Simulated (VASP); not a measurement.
Consider the following.

```yaml
crystal:
  lattice:
    - [2.87554, 0.00000, 0.00000]
    - [0.00000, 2.87554, 0.00000]
    - [0.00000, 0.00000, 2.87554]
  atoms:
    - { symbol: Ti, position: [0.00000, 0.00000, 0.00000] }
    - { symbol: Co, position: [0.50000, 0.50000, 0.50000] }
```

Level of theory: PBE GGA with D3 dispersion (zero damping), VASP's PBE PAW potentials (set 64) (plane waves; VASP 6.6.1). Numerical set-up: 520 eV cut-off, 12×12×12 Γ-centred mesh, first-order Methfessel-Paxton smearing of 0.10 eV, potentials Ti_sv Co.

Q: Give the stress tensor in GPa (positive for a compressed cell).

A: 
```
13.03   0.00   0.00
 0.00  13.03   0.00
 0.00   0.00  13.03
```
The pressure is its mean diagonal, 13.03 GPa.

The compound is TiCo in the CsCl type structure. This cell is one point of a volume scan, at 0.94 of the reference volume. The run is not spin-polarised, so no magnetic state was tried. The electron count is odd and the run is not spin-polarised, which forces a metal.
